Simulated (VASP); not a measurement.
Ba:

```
Ba
1.0
    -2.51250    2.51250    2.51250
     2.51250   -2.51250    2.51250
     2.51250    2.51250   -2.51250
Ba
1
Direct
  0.00000 0.00000 0.00000
```

* Program: VASP 6.6.1
* Task: relaxation of cell and atoms
* Functional: PBEsol
* Potentials or basis: VASP PAW PBE potentials, release 64 (Ba_sv)
* Cutoff: 300 eV
* k mesh: 12 × 12 × 12
* Occupations: gaussian, width 0.1 eV
* Spin: no spin polarisation

At the start: pressure -0.7 GPa; volume 63.44 Å³/atom.

Task: Where does the relaxation end?

Result: Over 4 steps the energy falls by 10.9 meV/atom and the volume is 58.46 Å³/atom (-7.9 %); space group Im-3m (No. 229, to 0.05 Å).

Step by step:
```tsv
step	energy change (eV)	largest force (eV/Å)	pressure (GPa)	volume (Å³)
1	0.0000	0.0000	-0.67	63.44
2	-0.0079	0.0000	-0.37	61.04
3	-0.0109	0.0000	-0.04	58.71
4	-0.0109	0.0000	0.00	58.46
```

Final structure:
```
Ba
1.0
    -2.44495    2.44495    2.44495
     2.44495   -2.44495    2.44495
     2.44495    2.44495   -2.44495
Ba
1
Direct
  0.00000 0.00000 0.00000
```

Caveat: the PAW data sets were made with another functional, which shifts forces and pressure a little.
